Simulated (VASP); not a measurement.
```xyz
3
Lattice="2.0367 -3.5277 0.0000 2.0367 3.5277 0.0000 0.0000 0.0000 5.2060" Properties=species:S:1:pos:R:3 pbc="T T T"
Te     2.0367     1.1759     1.3668
Te     2.0367    -1.1759     3.8392
Pt     0.0000     0.0000     0.0000
```

These are optB86b-vdW, VASP's PBE PAW potentials (set 64) (plane waves; VASP) values and carry that method's errors. Numerical set-up: 520 eV cut-off, Gaussian smearing of 0.050 eV, potentials Te Pt.

Q: Give the energies of bands 3 to 14 at the high-symmetry points, in eV from the Fermi level.

A: 
```csv
band,Γ,M,K,A,L,H
3,-6.58,-6.51,-6.57,-5.45,-7.01,-5.91
4,-5.55,-4.92,-5.36,-5.45,-5.68,-5.91
5,-5.55,-4.65,-5.36,-4.39,-5.24,-5.75
6,-3.65,-3.64,-4.21,-3.69,-4.32,-4.11
7,-3.65,-3.39,-4.21,-3.69,-3.38,-3.94
8,-2.64,-3.37,-3.53,-2.29,-3.32,-3.94
9,-0.51,-3.31,-1.94,-1.47,-3.17,-3.39
10,-0.51,-3.29,-1.78,-1.25,-2.27,-2.65
11,0.83,-2.86,-1.78,-1.25,-0.72,-2.65
12,0.83,0.06,-0.25,2.10,0.30,2.42
13,1.45,2.45,-0.25,2.10,1.23,2.42
14,2.70,3.83,2.53,4.17,4.20,5.62
```

It has no gap at this level: it comes out as a metal or semimetal.

The compound is PtTe2 in the 1T layered structure. It was relaxed first.
